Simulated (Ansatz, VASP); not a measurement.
Two plane-wave programs on BaAu3

Contents of INCAR:

```
SYSTEM = BaAu3
ALGO = Normal
EDIFF = 1E-6
ENCUT = 520
GGA = PE
ISIF = 2
ISMEAR = 0
LASPH = .TRUE.
LCHARG = .FALSE.
LREAL = .FALSE.
LWAVE = .FALSE.
NBANDS = 30
NELM = 60
PREC = Accurate
SIGMA = 0.05
```

The input KPOINTS:

```
k-points
0
G
  8 8 8
  0 0 0
```

POSCAR

```
BaAu3
1.0
    4.8069827772      0.0000000000      0.0000000000
    0.0000000000      4.8069827772      0.0000000000
    0.0000000000      0.0000000000      4.8069827772
Ba Au
1 3
Direct
    0.0000000000      0.0000000000      0.0000000000
    0.0000000000      0.5000000000      0.5000000000
    0.5000000000      0.5000000000      0.0000000000
    0.5000000000      0.0000000000      0.5000000000
```

Input for Ansatz:

```yaml
crystal:
  lattice:
    - [4.8069827772, 0.0, 0.0]
    - [0.0, 4.8069827772, 0.0]
    - [0.0, 0.0, 4.8069827772]
  atoms:
    - { symbol: Ba, position: [0.0, 0.0, 0.0] }
    - { symbol: Au, position: [0.0, 0.5, 0.5] }
    - { symbol: Au, position: [0.5, 0.5, 0.0] }
    - { symbol: Au, position: [0.5, 0.0, 0.5] }
basis:
  ecutwfc: 420
  ecutrho_ratio: 4
kpoints:
  mp_grid: { grid: [8, 8, 8] }
hamiltonian:
  xc: pbe
scf:
  occupations: { method: gaussian, width: 0.05 }
output:
  forces: true
  stress: true
  eigenvalues: true
```

Alike in both runs: task single point; functional PBE; k mesh 8 × 8 × 8; occupations gaussian, width 0.05 eV; no spin polarisation.

|  | VASP | Ansatz |
| --- | --- | --- |
| version | VASP 6.6.1 | Ansatz 0.2.0 |
| potentials or method | VASP PAW PBE potentials, release 64 (Ba_sv, Au) | scalar-relativistic, plane waves, PAW |
| plane-wave cutoff (eV) | 520 | 420 |
| valence electrons in the cell | 43 | 67 |

|  | VASP | Ansatz | Ansatz less VASP |
| --- | --- | --- | --- |
| gap on the k mesh at the Fermi level (eV) | none | none | - |
| pressure (GPa) | -3.1 | -3.5 | -0.42 |

A gap of «none» marks a metal or a gap that the smearing closes. With one functional, cell and mesh, what is left measures potentials, basis and numerics. The two sets of potentials don't hold the same shells in valence.

The runs have no spin-orbit coupling, so splittings on Au, Ba are missing.
